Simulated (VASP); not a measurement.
Level of theory: MS2 meta-GGA, VASP's PBE PAW potentials (set 64) (plane waves; VASP).

Input for VASP

**POSCAR**
```
Cu
1
    0.0000000000     1.8050000000     1.8050000000
    1.8050000000     0.0000000000     1.8050000000
    1.8050000000     1.8050000000     0.0000000000
Cu
1
Direct
  0.0000000000   0.0000000000   0.0000000000
```

INCAR:
```
ENCUT  =  520
LWAVE  =  .False.
ALGO  =  Normal   ! blocked Davidson
IBRION  =  2
PREC  =  Accurate
LMAXMIX  =  4
LASPH  =  .True.
NELM  =  100
SIGMA  =  0.1   ! width (eV)
LREAL  =  .False.   ! projection in real space or not
SYSTEM  =  Cu
ISIF  =  3   ! ions, shape and volume
LMIXTAU  =  .True.
ISMEAR  =  1
NSW  =  60
METAGGA  =  MS2
EDIFFG  =  -0.01
EDIFF  =  1E-6
LCHARG  =  .False.
```

File KPOINTS:
```
Automatic mesh
0
Gamma
16 16 16
0 0 0
```

POTCAR, in this order: Cu (PBE.64 set). Program: vasp_std.

Energy and stress use the plane-wave basis of the starting cell.

Problem. Predict the energy per atom (σ→0), volume per atom, band gap (on the k-mesh).

Solution. 
| Quantity | Value |
|---|---|
| energy per atom (σ→0) | -5.584 eV/atom |
| band gap (on the k-mesh) | none (metal, semimetal or under 0.01 eV) |
| volume per atom | 11.19 Å^3/atom |

OSZICAR:
```
...
DAV:   3    -0.558380342878E+01    0.22297E-02   -0.21821E-02  2744   0.358E+00    0.113E-01
DAV:   4    -0.558363761696E+01    0.16581E-03   -0.12786E-03  3185   0.744E-01    0.414E-02
DAV:   5    -0.558365485324E+01   -0.17236E-04   -0.45340E-04  2782   0.538E-01    0.120E-02
DAV:   6    -0.558364339044E+01    0.11463E-04   -0.22399E-05  2666   0.121E-01    0.132E-03
DAV:   7    -0.558364065337E+01    0.27371E-05   -0.87197E-08  1497   0.733E-03    0.191E-03
DAV:   8    -0.558363835225E+01    0.23011E-05   -0.76156E-07  1321   0.241E-02    0.109E-04
DAV:   9    -0.558363814048E+01    0.21177E-06   -0.23033E-08  1317   0.325E-03
   4 F= -.55836381E+01 E0= -.55836619E+01  d E =-.116810E-01
```

The compound is Cu in the fcc structure. This run relaxes it. Symmetry was kept, so distortions that lower it aren't found.
